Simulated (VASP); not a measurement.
A convergence study with VASP on TiN (rock salt): one setting is varied, all else stays as given below, so the limit is that of these other settings.

```xyz
2
Lattice="0.0000 2.1200 2.1200 2.1200 0.0000 2.1200 2.1200 2.1200 0.0000" Properties=species:S:1:pos:R:3 pbc="T T T"
Ti     0.0000     0.0000     0.0000
N      2.1200     2.1200     2.1200
```

Level of theory: PBE GGA, VASP's PBE PAW potentials (set 64) (plane waves; VASP). The tightest run used: 700 eV cut-off, 21×21×21 Monkhorst-Pack mesh, first-order Methfessel-Paxton smearing of 0.10 eV, potentials Ti_sv N.

**Question.** The settings run are 1×1×1 mesh; 2×2×2 mesh; 3×3×3 mesh; 4×4×4 mesh; 5×5×5 mesh; 6×6×6 mesh; 7×7×7 mesh; 8×8×8 mesh; 9×9×9 mesh; 10×10×10 mesh; 11×11×11 mesh; 12×12×12 mesh; 13×13×13 mesh; 14×14×14 mesh; 15×15×15 mesh; 16×16×16 mesh; 17×17×17 mesh; 18×18×18 mesh; 19×19×19 mesh; 20×20×20 mesh; 21×21×21 mesh. From which on does the energy per atom stay within 0.002 eV/atom of the tightest run?

**Answer.** From 12×12×12 mesh on: it is off by 0.0005 there and by no more than 0.002 in any finer run, while 11×11×11 mesh is off by 0.0038.
| setting | E (eV/atom) | pressure (GPa) | irreducible k-points | difference judged (eV/atom) |
|---|---|---|---|---|
| 1×1×1 mesh | 0.1565 | 149.72 | 1 | 9.9767 |
| 2×2×2 mesh | -9.7124 | 5.16 | 2 | 0.1078 |
| 3×3×3 mesh | -9.7432 | 4.01 | 4 | 0.0770 |
| 4×4×4 mesh | -9.7991 | 2.35 | 10 | 0.0212 |
| 5×5×5 mesh | -9.8152 | 1.91 | 10 | 0.0051 |
| 6×6×6 mesh | -9.8312 | 1.41 | 28 | 0.0110 |
| 7×7×7 mesh | -9.8194 | 1.73 | 20 | 0.0009 |
| 8×8×8 mesh | -9.8223 | 1.67 | 60 | 0.0021 |
| 9×9×9 mesh | -9.8236 | 1.66 | 35 | 0.0033 |
| 10×10×10 mesh | -9.8199 | 1.72 | 110 | 0.0003 |
| 11×11×11 mesh | -9.8164 | 1.80 | 56 | 0.0038 |
| 12×12×12 mesh | -9.8197 | 1.72 | 182 | 0.0005 |
| 13×13×13 mesh | -9.8214 | 1.67 | 84 | 0.0012 |
| 14×14×14 mesh | -9.8211 | 1.68 | 280 | 0.0009 |
| 15×15×15 mesh | -9.8209 | 1.69 | 120 | 0.0007 |
| 16×16×16 mesh | -9.8211 | 1.68 | 408 | 0.0009 |
| 17×17×17 mesh | -9.8210 | 1.68 | 165 | 0.0008 |
| 18×18×18 mesh | -9.8207 | 1.70 | 570 | 0.0005 |
| 19×19×19 mesh | -9.8208 | 1.69 | 220 | 0.0006 |
| 20×20×20 mesh | -9.8206 | 1.70 | 770 | 0.0004 |
| 21×21×21 mesh | -9.8202 | 1.71 | 286 | 0.0000 |

VASP warned of too few bands at 3×3×3 mesh.

Left out are rungs that failed or repeat a setting and relaxations that didn't move; long series are thinned to 24 rows.

The compound is TiN in the rock salt structure. The cell was not relaxed at this level. The electron count is odd and the run is not spin-polarised, which forces a metal.
